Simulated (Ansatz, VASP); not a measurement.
# SnH5CN2Cl3 in two plane-wave programs, part 2 of 2

Aim: how closely do two programs agree when they are given the same cell, functional and k mesh? The cell is taken from a series of runs on this material, whose earlier steps may have relaxed, scaled, displaced or heated it; both programs get it as it stands.

VASP 6.6.1 and Ansatz 0.2.0.

So far: Set-up; VASP: G0W0 gap, PBEsol.

## Step 3: Ansatz: G0W0 gap, PBEsol

Level of this step: Ansatz beside VASP: Kohn-Sham DFT, plane waves, PBEsol (Ansatz).

Ansatz runs on its PAW soft_1 files.

The same cell, functional and mesh now go to Ansatz, which takes its cutoff from its data sets.

input.yaml

```yaml
crystal:
  lattice:
    - [6.040487, 0.0, 0.0]
    - [0.0, 3.859191, 4.153885]
    - [0.0, -3.859191, 4.153885]
  atoms:
    - { symbol: Sn, position: [0.5, 0.372251, 0.372251] }
    - { symbol: H, position: [0.205496, 0.725508, 0.725508] }
    - { symbol: H, position: [0.794504, 0.725508, 0.725508] }
    - { symbol: H, position: [0.329683, 0.916176, 0.916176] }
    - { symbol: H, position: [0.670317, 0.916176, 0.916176] }
    - { symbol: H, position: [0.0, 0.053322, 0.053322] }
    - { symbol: C, position: [0.0, 0.921717, 0.921717] }
    - { symbol: "N", position: [0.191086, 0.847581, 0.847581] }
    - { symbol: "N", position: [0.808914, 0.847581, 0.847581] }
    - { symbol: Cl, position: [0.5, 0.855812, 0.351215] }
    - { symbol: Cl, position: [0.5, 0.351215, 0.855812] }
    - { symbol: Cl, position: [0.0, 0.393951, 0.393951] }
kpoints:
  mp_grid: { grid: [2, 2, 2] }
hamiltonian:
  xc: pbesol
  pseudopotentials: { kind: paw, azcp: { folder: soft_1 }, xc_functional: pbe }
scf:
  occupations: { method: fixed }
gw:
  n_empty_bands: 439
  ecut_chi: 100
  qp_bands: [v4, c4]
  qp_kpoints: band_edges
  screening: { model: contour_deformation }
```

The run is started by

```console
$ ansatz run input.yaml --threads 2 --pin off --max-ram 92160MiB --backend cuda --events-out ev --progress --plain --runs-dir out --devices 1 --max-vram 13GiB
```

Numbers of over 12 decimals in the logs are rounded to 6 here.

Output:

```text
GPUs: using 1 of 1 available (devices: 1).
Engine: ansatz 0.2.0, x86_64-unknown-linux-gnu
Pseudopotentials: kind: paw
Pseudopotential: Sn, paw, valence charge 14, recommended cutoff 420 eV (normal), soft_1/Sn.paw.azcp
Pseudopotential: H, paw, valence charge 1, recommended cutoff 420 eV (normal), soft_1/H.paw.azcp
Pseudopotential: C, paw, valence charge 4, recommended cutoff 420 eV (normal), soft_1/C.paw.azcp
Pseudopotential: N, paw, valence charge 5, recommended cutoff 420 eV (normal), soft_1/N.paw.azcp
Pseudopotential: Cl, paw, valence charge 7, recommended cutoff 420 eV (normal), soft_1/Cl.paw.azcp
Functional definition: PBEsol
  exchange = pbesol_x
  correlation = pbesol_c
device memory: the entry about to start is reckoned to put 1.7 GiB on a device that reports 56.8 GiB free (of which the cap on the GPU budget leaves the run 13.0 GiB)
GPU FFT provider: cuFFT
GPU libraries: cuBLAS 13.8.2, cuFFT 12.4.0, cuSOLVER 12.3.4
Crystal: 12 atoms, lattice volume = 193.666 Å³
Basis set: ecut = 420 eV, 3785 PW (Γ)
Bands: 39, of which v1, the nominal top of the filled ones, is band 27 counted from 1 (26 counted from 0)
Symmetry: 4 space group operations
Space group: Amm2 (ITA 38), of the structure as read, at distance tolerance 5.8e-5 Å
k-points: 6 of 8
Non-local potential: Sn, projectors of the file, l = 0: 2, l = 1: 2, l = 2: 2, l = 3: 1
Non-local potential: H, projectors of the file, l = 0: 2, l = 1: 1
Non-local potential: C, projectors of the file, l = 0: 2, l = 1: 2, l = 2: 1
Non-local potential: N, projectors of the file, l = 0: 2, l = 1: 2, l = 2: 1
Non-local potential: Cl, projectors of the file, l = 0: 2, l = 1: 2, l = 2: 1
PAW form: soft (Blöchl's): semilocal exchange-correlation on the pseudo side does not see the compensation charge
PAW frozen core: Sn, regenerated for the run's functional, and the local potential with it (the file was generated under x = pbe(κ = 0.804, μ = 0.219515), c = pbe(β = 0.066725))
PAW frozen core: C, regenerated for the run's functional, and the local potential with it (the file was generated under x = pbe(κ = 0.804, μ = 0.219515), c = pbe(β = 0.066725))
PAW frozen core: N, regenerated for the run's functional, and the local potential with it (the file was generated under x = pbe(κ = 0.804, μ = 0.219515), c = pbe(β = 0.066725))
PAW frozen core: Cl, regenerated for the run's functional, and the local potential with it (the file was generated under x = pbe(κ = 0.804, μ = 0.219515), c = pbe(β = 0.066725))
PAW one-centre angular grid: Sn, 590 points (default); XC on 64 Gauss nodes
PAW one-centre angular grid: H, 110 points (default); XC on 64 Gauss nodes
PAW one-centre angular grid: C, 110 points (default); XC on 64 Gauss nodes
PAW one-centre angular grid: N, 110 points (default); XC on 64 Gauss nodes
PAW one-centre angular grid: Cl, 110 points (default); XC on 64 Gauss nodes
Initial density: superposition of atomic densities (chi_scale 0.1, normalization cell), built separately for each of the 2 bonded fragments (scf.initial_density.interfragment_charge_transfer: auto; true builds it for the cell as a whole; a typed value also counts as a typed key of the start: scf.initial_density.chi_scale says what that changes, if anything)
Initial wavefunctions: pseudopotential atomic-orbital guess
GPU buffer pool allocated for 72000 grid points (all kernels)
GPU transforms: local potential and band sums: pruned to the plane-wave sphere, on 45×40×40
Functional: x = pbesol(κ = 0.804, μ = 0.123457), c = pbesol(β = 0.046)
SCF iter   1: F=—  HF=-10222.864958 eV  |F-HF|=—  |Δ(HF+E_count)|=         —  Δρ=7.11e-2  dr2=8.33e0  ethr=3.10e-3  ⟨swp⟩=5.0  Hψ=905  notcnv=0  defer=55
preconditioner: auto → Resta (q_TF=auto, 2.205 Å⁻¹)  ε∞=2.9  [insulator: Δε(μ)=0.972 eV  Ē_g=12.190 eV  n_scr=28 (ndim 8)  ℏωp=16.9 eV  f_vac=0.051  ε∞_Penn≈2.9]
SCF iter   2: F=—  HF=-10220.499279 eV  |F-HF|=—  |Δ(HF+E_count)|=    2.37e0  Δρ=3.14e-2  dr2=1.29e0  ethr=3.10e-3  ⟨swp⟩=3.0  Hψ=487  notcnv=0  defer=59
SCF iter   3: F=—  HF=-10220.201636 eV  |F-HF|=—  |Δ(HF+E_count)|=   2.98e-1  Δρ=1.12e-2  dr2=2.09e-1  ethr=2.39e-3  ⟨swp⟩=2.0  Hψ=373  notcnv=0  defer=59
SCF iter   4: F=—  HF=-10220.177676 eV  |F-HF|=—  |Δ(HF+E_count)|=   2.40e-2  Δρ=2.70e-3  dr2=1.63e-2  ethr=3.87e-4  ⟨swp⟩=2.0  Hψ=341  notcnv=0  defer=60
SCF iter   5: F=—  HF=-10220.182861 eV  |F-HF|=—  |Δ(HF+E_count)|=   5.19e-3  Δρ=8.67e-4  dr2=1.85e-3  ethr=3.02e-5  ⟨swp⟩=2.0  Hψ=341  notcnv=0  defer=60
SCF iter   6: F=—  HF=-10220.184869 eV  |F-HF|=—  |Δ(HF+E_count)|=   2.01e-3  Δρ=1.74e-4  dr2=8.12e-5  ethr=3.42e-6  ⟨swp⟩=2.2  Hψ=324  notcnv=0  defer=60
SCF iter   7: F=—  HF=-10220.184915 eV  |F-HF|=—  |Δ(HF+E_count)|=   4.52e-5  Δρ=5.71e-5  dr2=7.88e-6  ethr=1.50e-7  ⟨swp⟩=2.0  Hψ=384  notcnv=0  defer=60
SCF iter   8: F=—  HF=-10220.184936 eV  |F-HF|=—  |Δ(HF+E_count)|=   2.11e-5  Δρ=1.19e-5  dr2=4.11e-7  ethr=1.46e-8  ⟨swp⟩=2.0  Hψ=320  notcnv=0  defer=60
SCF iter   9: F=-10220.184937 eV  HF=-10220.184937 eV  |F-HF|=7.00e-8  |Δ(HF+E_count)|=   1.47e-6  Δρ=2.75e-6  dr2=2.37e-8  ethr=1.85e-10  ⟨swp⟩=14.7  Hψ=1507  notcnv=0
SCF 1 converged in 9 iterations: F = -10220.184937 eV  dr2 = 2.37e-8
  greatest PAW one-centre occupation: 0.993 electrons in one spin orbital (limit 2), on the Sn atom at site 0 (counted from 0), in its partial waves of l = 2
device memory: the entry about to start is reckoned to put 2.2 GiB on a device that reports 55.0 GiB free (of which the cap on the GPU budget leaves the run 13.0 GiB)
NSCF: frozen V_eff on 6 k-points
the band table was solved once the SCF had ended and its energy, with any forces and stress, was formed, with the checks that follow a solve (1050 applications of the Hamiltonian). They found nothing against the state; the energy, forces and stress were not computed again (output.eigenvalues in the input reference)
device memory: the entry about to start is reckoned to put 3.4 GiB on a device that reports 56.1 GiB free (of which the cap on the GPU budget leaves the run 13.0 GiB)
NSCF: frozen V_eff on 6 k-points
G₀W₀ screening: q 1/6
[... further progress lines ...]
device memory: the entry about to start is reckoned to put 0.7 GiB on a device that reports 52.7 GiB free (of which the cap on the GPU budget leaves the run 13.0 GiB)
NSCF: frozen V_eff on 1 k-points
device memory: the entry about to start is reckoned to put 0.7 GiB on a device that reports 52.7 GiB free (of which the cap on the GPU budget leaves the run 13.0 GiB)
NSCF: frozen V_eff on 1 k-points
SCF converged after 9 iterations
Free energy (F): -10220.184937 eV
Harris-Foulkes:  -10220.184937 eV  (|F-HF|=7.00e-8)
Internal energy: -10220.184937 eV  (E = F + TS)
E sigma→0 (E₀):  -10220.184937 eV
Fermi energy:    2.636385 eV
--- Per-component energies (eV) ---
  E_band       = -414.348316
  E_kinetic    = 1035.004341
  E_local      = -3359.341356  (includes V_loc(G=0)·N_el)
  E_nonlocal   = 339.773200
  E_hartree    = 1319.316456
  E_xc         = -646.266376
  E_vxc        = -684.745605  (∫ρ·V_xc dr)
  E_paw        = -6565.900914  (= ΣΔE_a)
  E_vpaw       = -383.665988  (= ΣTr[D̂ρ^β])
  E_aug_tail   = -0.002623  (compensation charges beyond the density's cutoff)
  E_ewald      = -2343.365099
  E_core_change = 0.597434  (= ΣΔE_core)
  E_smearing   = -0.000000  (= −TS)
  E_closure    = 0.000000  (closes the sum)
  Σ components = -10220.184937   (vs F -10220.184937, Δ=0.00e0)
--- Band table (eV; the first three rows and the last of 6) ---
  k-point 0: bands = [... 23 lower, 0.0156, 0.2807, 0.5278, 0.7489, 5.4212, 6.2967, 6.9336, 7.5694, ... 8 higher]
  k-point 1: bands = [... 23 lower, 0.4400, 0.4404, 0.6548, 1.0055, 4.8107, 5.4578, 6.5142, 7.2186, ... 8 higher]
  k-point 2: bands = [... 23 lower, 0.3251, 0.5806, 0.5985, 1.9929, 4.3113, 4.3161, 5.5899, 6.0704, ... 8 higher]
  k-point 5: bands = [... 23 lower, 0.2401, 0.6595, 0.8421, 2.6364, 3.7841, 4.1013, 4.1806, 5.6553, ... 8 higher]
--- G₀W₀: contour deformation, 7 samples at zero and on the imaginary axis and 1 off it, 8 q-points, 439 empty bands' worth ---
  eigenvalues of the whole cell's RPA ε∞ on this k-mesh (on a slab, of 1 + 4πα/V) = 9.5928, 11.5806, 11.5911; static W/v taken at q = 0 is 0.092013
  gw.qp_kpoints: band_edges: 6 of 6 stored k-points solved, in 1 pass; an edge of the gap read off the rows below is read off those points alone
    ik  band        ε_KS         Σx   Σc(E_QP)       V_xc       Z   E_QP_lin       E_QP  E_QP is
     0    24      0.0156   -20.3784     3.4997   -16.0402  0.6950    -0.8711    -0.8229  root
     0    25      0.2807   -20.4101     3.4795   -16.1309  0.6888    -0.5615    -0.5189  root
     0    26      0.5278   -20.0223     3.5940   -15.5527  0.6856    -0.4053    -0.3477  root
     0    27      0.7489   -20.3886     3.6980   -15.7926  0.6853    -0.2116    -0.1492  root
     0    28      5.4212    -8.6647    -4.2555   -14.1378  0.7383     6.6931     6.6388  root
     0    29      6.2967    -5.6693    -4.1332   -10.3505  0.7603     6.8594     6.8447  root
     0    30      6.9336    -9.4623    -4.4767   -14.4593  0.6939     7.4679     7.4539  root
     0    31      7.5694    -7.5402    -4.3785   -12.4034  0.7183     8.0611     8.0541  root
     1    24      0.4400   -21.0209     3.4417   -16.7609  0.7033    -0.4217    -0.3782  root
     1    25      0.4404   -19.8642     3.5545   -15.4318  0.6868    -0.4961    -0.4375  root
     1    26      0.6548   -20.1443     3.6835   -15.5589  0.6849    -0.3109    -0.2470  root
     1    27      1.0055   -19.9011     2.4084   -16.8440  0.7075     0.3335     0.3568  root
     1    28      4.8107    -8.4328    -4.0397   -12.9936  0.7336     5.3460     5.3317  root
     1    29      5.4578    -8.9047    -4.3394   -14.5365  0.7362     6.8016     6.7502  root
     1    30      6.5142    -9.1695    -4.2646   -13.9401  0.7076     7.0330     7.0202  root
     1    31      7.2186    -9.0486    -4.4042   -14.0011  0.7065     7.7835     7.7668  root
     2    24      0.3251   -19.4494     3.5651   -15.0050  0.6847    -0.6143    -0.5542  root
     2    25      0.5806   -21.3879     3.3850   -17.1984  0.7093    -0.2644    -0.2240  root
     2    26      0.5985   -19.9014     3.6521   -15.3517  0.6847    -0.3630    -0.2990  root
     2    27      1.9929   -19.7491     1.8494   -17.3429  0.7182     1.4206     1.4361  root
     2    28      4.3113    -7.6490    -3.9534   -12.1120  0.7412     4.8336     4.8208  root
     2    29      4.3161    -7.9964    -3.9362   -12.4171  0.7401     4.8121     4.8006  root
     2    30      5.5899    -9.1344    -4.4437   -14.9007  0.7324     6.9657     6.9125  root
     2    31      6.0704    -8.9053    -4.0448   -13.4326  0.7194     6.5655     6.5530  root
[...]
5    24      0.2401   -20.7762     3.5427   -16.3804  0.6966    -0.6634    -0.6130  root
     5    25      0.6595   -20.4030     3.5563   -15.9756  0.6903    -0.2668    -0.2116  root
     5    26      0.8421   -20.6120     3.6500   -16.0707  0.6887    -0.1090    -0.0492  root
     5    27      2.6364   -19.6216     1.5664   -17.5385  0.7239     2.1076     2.1197  root
     5    28      3.7841    -6.9534    -3.7953   -11.1655  0.7469     4.2084     4.2007  root
     5    29      4.1013    -7.6536    -3.9342   -12.0697  0.7442     4.5941     4.5831  root
     5    30      4.1806    -7.4281    -3.9317   -11.8305  0.7432     4.6618     4.6513  root
     5    31      5.6553    -9.3160    -4.4735   -15.1981  0.7319     7.1218     7.0639  root
```

Reading the cycles: dr2 is the Hartree energy of the density residual (eV), the measure of convergence; HF is the Harris–Foulkes estimate of the energy, which meets the free energy F at convergence.

## Step 4: Differences

Known differences besides the potentials themselves: fixed occupations in Ansatz, narrow Gaussian smearing in VASP; the cutoff is 420 eV in Ansatz and 450 eV in VASP; Ansatz makes its cores anew for this functional, VASP keeps those of its PBE data sets; VASP leaves aspherical gradient terms in its spheres out (LASPH is not set), Ansatz keeps them; Ansatz integrates over frequency by contour deformation, VASP on a grid of NOMEGA points; Ansatz's G0W0 levels solve the quasiparticle equation, VASP's are linearised. Total energies have different zeros and are not compared.

The two programs side by side:

```tsv
quantity	Ansatz	VASP	difference
G0W0 gap on the mesh (eV)	2.08	2.12	-0.04
Kohn-Sham gap under it (eV)	1.15	1.14	0.00
```

## Step 5: Summary of results

* difference in G0W0 gap on the mesh (G0W0 gap, PBEsol): -0.037 eV

What this shows: The difference in G0W0 gap on the mesh is -0.037 eV (G0W0 gap, PBEsol). Such differences can come from data sets, numerical settings and the points named under the comparisons, not from the functional's error against experiment.

[Lines on the potential files, build, host, timing and source positions are cut from VASP's logs without a mark.]

[Logs are printed without paths, hosts, clocks, repeated set-up lines and the standing remarks that a program may print on its own settings, such as how far it seeks lower states.]

[Hosts, paths, dates, database ids (printed as entryN), source tags and the programs' standing remarks are cut or masked in the printed files.]
